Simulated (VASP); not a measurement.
# RePd (an interface model) in VASP: single point with PBEsol

Aim: the single point of RePd (an interface model) with PBEsol.

All numbers are computed with VASP 6.6.1; they aren't measurements. Logs are shortened: lines on timing, memory, paths and dates and some standing lists are left out, and cuts for length are marked.

**1. The crystal as given**

The cell holds a interface, 8 atoms: a = 2.744 Å, b = 2.744 Å, c = 21.930 Å, α = 90.00°, β = 59.97°, γ = 120.00°.

**2. Single point, PBEsol**

INCAR reads:

```
  PREC = Accurate
  ENCUT = 520
  EDIFF = 1E-7
  ISMEAR = 0
  SIGMA = 0.1
  LREAL = F
  LASPH = T
  NELM = 80
  ALGO = Fast
  ISIF = 2
  LWAVE = F
  LCHARG = F
  GGA = PS
  NBANDS = 44
  ISYM = 0
```

KPOINTS reads:

```
Automatic mesh
0
Gamma
  15 15 2
```

POSCAR reads:

```
RePd
1.0
    2.7439667432      0.0000000000      0.0000000000
   -1.3719833716      2.3763449068      0.0000000000
   10.9758669729      6.3369197514     17.8966273721
Re Pd
4 4
Direct
    0.5176628007      0.2588314003      0.0279382249
    0.5166611840      0.2583305920      0.1531260280
    0.5156595674      0.2578297837      0.2783138311
    0.5146579507      0.2573289754      0.4035016342
    0.5146579507      0.2573289754      0.5285016342
    0.5156595674      0.2578297837      0.6533138311
    0.5166611840      0.2583305920      0.7781260280
    0.5176628007      0.2588314003      0.9029382249
```

Potentials or basis: VASP PAW PBE potentials, release 64 (Re, Pd).

Run with:

```bash
$ cat potpaw_PBE.64/Re/POTCAR potpaw_PBE.64/Pd/POTCAR > POTCAR
$ mpirun -np 1 vasp_std > vasp.out
```

OUTCAR:

```text
PREC = Accurate
   ENCUT = 520
   EDIFF = 1E-7
   ISMEAR = 0
   LREAL = F
   LASPH = T
   NELM = 80
   ISIF = 2
   GGA = PS
   ISYM = 0

 ion  position               nearest neighbor table
   1  0.518  0.259  0.028-   8 2.74   8 2.74   8 2.74   2 2.74   2 2.74   2 2.74
   2  0.517  0.258  0.153-   1 2.74   3 2.74   3 2.74   3 2.74   1 2.74   1 2.74
   3  0.516  0.258  0.278-   4 2.74   2 2.74   2 2.74   4 2.74   2 2.74   4 2.74
   4  0.515  0.257  0.404-   5 2.74   5 2.74   5 2.74   3 2.74   3 2.74   3 2.74
   5  0.515  0.257  0.529-   6 2.74   6 2.74   6 2.74   4 2.74   4 2.74   4 2.74
   6  0.516  0.258  0.653-   5 2.74   7 2.74   7 2.74   5 2.74   7 2.74   5 2.74
   7  0.517  0.258  0.778-   8 2.74   6 2.74   8 2.74   6 2.74   6 2.74   8 2.74
   8  0.518  0.259  0.903-   7 2.74   7 2.74   7 2.74   1 2.74   1 2.74   1 2.74

IMPORTANT INFORMATION: All symmetrisations will be switched off!
NOSYMM: (Re-)initialisation of all symmetry stuff for point group C_1.

----------------------------------------------------------------------------------------

                                     Primitive cell

  volume of cell :     116.6970

  direct lattice vectors                    reciprocal lattice vectors
     2.743966743  0.000000000  0.000000000     0.364435904  0.210407167 -0.298007732
    -1.371983372  2.376344907  0.000000000     0.000000000  0.420814334 -0.149003866
    10.975866973  6.336919751 17.896627372     0.000000000  0.000000000  0.055876450

  length of vectors
     2.743966743  2.743966743 21.929785203     0.515648439  0.446415564  0.055876450

  position of ions in fractional coordinates (direct lattice)
     0.517662801  0.258831400  0.027938225
     0.516661184  0.258330592  0.153126028
     0.515659567  0.257829784  0.278313831
     0.514657951  0.257328975  0.403501634
     0.514657951  0.257328975  0.528501634
     0.515659567  0.257829784  0.653313831
     0.516661184  0.258330592  0.778126028
     0.517662801  0.258831400  0.902938225

  ion indices of the primitive-cell ions
   primitive index   ion index
                 1           1
                 2           2
                 3           3
                 4           4
                 5           5
                 6           6
                 7           7
                 8           8

----------------------------------------------------------------------------------------

 KPOINTS: Automatic mesh

Automatic generation of k-mesh.
 Grid dimensions read from file:
 generate k-points for:   15   15    2

 Generating k-lattice:

[... 85 lines left out ...]
   EDIFFG = 0.1E-05   stopping-criterion for IOM
   NSW    =      0    number of steps for IOM
   IBRION =     -1    ionic relax: 0-MD 1-quasi-New 2-CG
   NFREE  =      0    steps in history (QN), initial steepest desc. (CG)
   ISIF   =      2    stress and relaxation
   ISYM   =      0    0-nonsym 1-usesym 2-fastsym
   POTIM  = 0.5000    time-step for ionic-motion
   TEBEG  =    0.0;   TEEND  =   0.0 temperature during run
   PSTRESS=    0.0 pullay stress
   NELECT =      68.0000    total number of electrons
   NUPDOWN=      -1.0000    fix difference up-down
   EMIN   =  10.00;   EMAX   =-10.00  energy-range for DOS
   EFERMI =   0.00;   METHOD = LEGACY
   ISMEAR =     0;   SIGMA  =   0.10  broadening in eV -4-tet -1-fermi 0-gaus
   EFERMI_NEDOS =   21; number of points for ismear=-14 and -15
   IALGO  =     68    algorithm
   IMIX   =      4    mixing-type and parameters
     AMIX     =   0.40;   BMIX     =  1.00
     AMIX_MAG =   1.60;   BMIX_MAG =  1.00
  volume/ion in A,a.u.               =      14.59        98.44
  Fermi-wavevector in a.u.,A,eV,Ry     =   1.367387  2.583986 25.439438  1.869746
  Thomas-Fermi vector in A             =   2.493444
   LORBIT       =      0    0 simple, 1 ext, 2 COOP (PROOUT), +10 PAW based schemes
   GGA     = PS    functional components
   LHFCALC =     F    Hartree Fock is set to
   AEXX    =    0.0000 exact exchange contribution
   IVDW    =     0    specifies the selected vdW correction
   LEPSILON=     F    determine dielectric tensor
   LRPA    =     F    only Hartree local field effects (RPA)
 non-spin polarized calculation
 RMM-DIIS sequential band-by-band and
 Gauss-broadening in eV      SIGMA  =   0.10
  energy-cutoff  :      520.00
  volume of cell :      116.70
 maximum number of plane-waves:      3168
   NGX = 11   NGY = 11   NGZ = 81

 number of electron      68.0000000 magnetization

 Free energy of the ion-electron system (eV)
  ---------------------------------------------------
  ext. energy  EPLUGINS =         0.00000000
  ---------------------------------------------------
  free energy    TOTEN  =       -77.22691179 eV

  energy without entropy =      -77.18171054  energy(sigma->0) =      -77.20431116

 E-fermi :   9.0475     XC(G=0): -13.6654

 val. band max:        9.0451625039   @ k =   0.2667   0.4667   0.5000
 cond. band min:       9.0495846753   @ k =  -0.2667   0.0667   0.5000
 fundamental gap:      0.0044221714
 Fermi energy:         9.0475147151

 k-point     1 :       0.0000    0.0000    0.0000
  band No.  band energies     occupation
      1      -0.7560      2.00000
      2       0.2284      2.00000
      3       1.2702      2.00000
      4       2.0283      2.00000
      5       2.1883      2.00000
      6       2.7530      2.00000
[... 1117 lines left out ...]
     43      10.4898      0.00000
     44      10.9993      0.00000

 [... further k-points ...]
[... 5 lines left out ...]
  --------------------------------------------------------------------------------------
  -------------------------------------------------------------------------------------
  Total       -1.7907217     -1.7713389     -1.5598263     -0.0168152     -0.0079188     -0.0138302
  in kB      -24.5855071    -24.3193935    -21.4154544     -0.2308618     -0.1087202     -0.1898795
  external PRESSURE =     -23.4401183 kB  Pullay stress =       0.0000000 kB

 VOLUME and BASIS-vectors are now :
 -----------------------------------------------------------------------------
  energy-cutoff  :      520.00
  volume of cell :      116.70
      direct lattice vectors                 reciprocal lattice vectors
     2.743966743  0.000000000  0.000000000     0.364435904  0.210407167 -0.298007732
    -1.371983372  2.376344907  0.000000000     0.000000000  0.420814334 -0.149003866
    10.975866973  6.336919751 17.896627372     0.000000000  0.000000000  0.055876450

 POSITION                                       TOTAL-FORCE (eV/Angst)
 -----------------------------------------------------------------------------------
      1.37198      0.79211      0.50000        -0.005299     -0.003060      0.129262
      2.74397      1.58423      2.74044         0.001501      0.000869     -0.321380
      4.11595      2.37634      4.98088        -0.001500     -0.000875      0.321433
      5.48793      3.16846      7.22132         0.005316      0.003079     -0.129150
      6.85992      3.96057      9.45840        -0.000746     -0.000430     -0.433917
      8.23190      4.75269     11.69211        -0.002353     -0.001354      0.057247
      9.60388      5.54480     13.92583         0.002343      0.001351     -0.057299
     10.97587      6.33692     16.15955         0.000739      0.000420      0.433804
 -----------------------------------------------------------------------------------
    total drift:                               -0.000072     -0.000052     -0.000147

  FREE ENERGIE OF THE ION-ELECTRON SYSTEM (eV)
  ---------------------------------------------------
  free  energy   TOTEN  =       -77.2269117861 eV

  energy  without entropy=      -77.1817105411  energy(sigma->0) =      -77.20431116
```

OSZICAR:

```text
N       E                     dE             d eps       ncg     rms          rms(c)
DAV:   1     0.523366299400E+03    0.52337E+03   -0.31242E+04 38564   0.181E+03
DAV:   2    -0.204693249531E+02   -0.54384E+03   -0.51261E+03 38808   0.755E+02
DAV:   3    -0.752989850225E+02   -0.54830E+02   -0.48056E+02 38404   0.317E+02
[... 27 lines left out ...]
RMM:  31    -0.772269111625E+02   -0.43741E-06   -0.43965E-06 18932   0.150E-02    0.193E-03
RMM:  32    -0.772269114254E+02   -0.26292E-06   -0.26853E-06 18055   0.149E-02    0.996E-04
RMM:  33    -0.772269115977E+02   -0.17230E-06   -0.18011E-06 17788   0.159E-02    0.116E-03
RMM:  34    -0.772269117102E+02   -0.11252E-06   -0.11430E-06 17324   0.153E-02    0.696E-04
RMM:  35    -0.772269117861E+02   -0.75907E-07   -0.78356E-07 17114   0.146E-02
   1 F= -.77226912E+02 E0= -.77204311E+02  d E =-.452012E-01
```

stdout:

```text
POSCAR found type information on POSCAR RePd
 POSCAR found :  2 types and       8 ions
 scaLAPACK will be used
 -----------------------------------------------------------------------------
|                                                                             |
|                                                                             |
[... 76 lines left out ...]
WARNING in EDDRMM: call to ZHEGV failed, returncode =   8  4     27
WARNING in EDDRMM: call to ZHEGV failed, returncode =   8  4     31
WARNING in EDDRMM: call to ZHEGV failed, returncode =   8  4     31
WARNING in EDDRMM: call to ZHEGV failed, returncode =   8  4     31
WARNING in EDDRMM: call to ZHEGV failed, returncode =   8  4     20
WARNING in EDDRMM: call to ZHEGV failed, returncode =   8  4     26
WARNING in EDDRMM: call to ZHEGV failed, returncode =   8  4     36
WARNING in EDDRMM: call to ZHEGV failed, returncode =   8  4     39
```

Wall time 40 min (1 thread of Intel Xeon Platinum 8559C (Emerald Rapids), shared host); peak memory 0.94 GiB.

What came out:

* Free energy: -77.2269 eV
* Pressure: -2.3 GPa
* Largest force: 0.434 eV/Å
* Band gap on the k mesh: none (metal or under the smearing width)

Forces on the atoms (eV/Å):
```
Re  -0.005 -0.003  0.129
Re   0.002  0.001 -0.321
Re  -0.002 -0.001  0.321
Re   0.005  0.003 -0.129
Pd  -0.001  0.000 -0.434
Pd  -0.002 -0.001  0.057
Pd   0.002  0.001 -0.057
Pd   0.001  0.000  0.434
```

Levels at points of the mesh, in eV from the Fermi level:
```tsv
k point	band 31	band 32	band 33	band 34	band 35	band 36
(0.00, 0.00, 0.00)	-1.24	-1.24	-1.22	-1.04	-1.04	-0.95
(0.00, 0.00, 0.50)	-1.22	-1.22	-1.17	-1.17	-0.85	-0.85
```

Caveat: the PAW data sets were made with another functional, which shifts forces and pressure a little.
